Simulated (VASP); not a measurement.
Calculation: optB86b-vdW, VASP's PBE PAW potentials (set 64) (plane waves; VASP 6.6.1).

A VASP calculation is set up with these files.

### INCAR
```
SYSTEM=PbTe
PREC=Accurate; ENCUT=520; LREAL=.False.
LASPH=.True.
EDIFF=1E-7; NELM=100; ALGO=Normal
LMAXMIX=4
ISMEAR=0; SIGMA=0.05
GGA=MK; LUSE_VDW=.True.; AGGAC=0.0
PARAM1=0.1234; PARAM2=1.0
ISIF=2
LWAVE=.False.; LCHARG=.False.
```

### KPOINTS
```
Automatic mesh
0
Gamma
7 7 7
0 0 0
```

POSCAR:
```
PbTe
1
    0.0000000000     3.2516622871     3.2516622871
    3.2516622871     0.0000000000     3.2516622871
    3.2516622871     3.2516622871     0.0000000000
Te Pb
1 1
Direct
  0.5000000000   0.5000000000   0.5000000000
  0.0000000000   0.0000000000   0.0000000000
```

POTCAR, in this order: Te Pb_d (PBE.64 set). Program: vasp_std.

What VASP printed:

### OSZICAR
```
       N       E                     dE             d eps       ncg     rms          rms(c)
DAV:   1     0.150713611993E+03    0.15071E+03   -0.94736E+03   568   0.139E+03
DAV:   2     0.815502545179E+01   -0.14256E+03   -0.13998E+03   578   0.330E+02
DAV:   3    -0.242795806543E+01   -0.10583E+02   -0.10477E+02   740   0.954E+01
DAV:   4    -0.270356236058E+01   -0.27560E+00   -0.27550E+00   694   0.184E+01
DAV:   5    -0.271257286447E+01   -0.90105E-02   -0.90104E-02   762   0.298E+00    0.316E+00
DAV:   6    -0.258055270455E+01    0.13202E+00   -0.33263E-01   768   0.445E+00    0.194E+00
DAV:   7    -0.257827671119E+01    0.22760E-02   -0.86880E-02   640   0.161E+00    0.883E-01
DAV:   8    -0.258049089954E+01   -0.22142E-02   -0.94512E-03   614   0.115E+00    0.144E-01
DAV:   9    -0.258043276192E+01    0.58138E-04   -0.13440E-03   828   0.425E-01    0.580E-02
DAV:  10    -0.258046830293E+01   -0.35541E-04   -0.16137E-04   590   0.114E-01    0.218E-02
DAV:  11    -0.258047663404E+01   -0.83311E-05   -0.49245E-05   670   0.632E-02    0.171E-02
DAV:  12    -0.258047632933E+01    0.30471E-06   -0.30084E-06   680   0.135E-02    0.126E-02
DAV:  13    -0.258047585728E+01    0.47205E-06   -0.42694E-07   632   0.567E-03    0.501E-03
DAV:  14    -0.258047573367E+01    0.12361E-06   -0.87690E-07   702   0.875E-03    0.655E-04
DAV:  15    -0.258047574521E+01   -0.11536E-07   -0.65972E-08   298   0.168E-03
   1 F= -.25804757E+01 E0= -.25804757E+01  d E =-.834861E-17
```

**OUTCAR**
```
------------------------ aborting loop because EDIFF is reached ----------------------------------------
  FORCE on cell =-STRESS in cart. coord.  units (eV):
  Direction    XX          YY          ZZ          XY          YZ          ZX
  --------------------------------------------------------------------------------------
  Total       -0.0023920     -0.0023920     -0.0023920     -0.0000000     -0.0000000     -0.0000000
  in kB       -0.0557338     -0.0557338     -0.0557338     -0.0000000     -0.0000000     -0.0000000
  external PRESSURE =      -0.0557338 kB  Pullay stress =       0.0000000 kB
  volume of cell :       68.76
      direct lattice vectors                 reciprocal lattice vectors
     0.000000000  3.251662287  3.251662287    -0.153767506  0.153767506  0.153767506
     3.251662287  0.000000000  3.251662287     0.153767506 -0.153767506  0.153767506
     3.251662287  3.251662287  0.000000000     0.153767506  0.153767506 -0.153767506
  FREE ENERGIE OF THE ION-ELECTRON SYSTEM (eV)
  ---------------------------------------------------
  free  energy   TOTEN  =        -2.5804757452 eV

  energy  without entropy=       -2.5804757452  energy(sigma->0) =       -2.58047575
```
(Selected blocks of OUTCAR.)

The compound is PbTe in the rock salt structure. It was relaxed first.
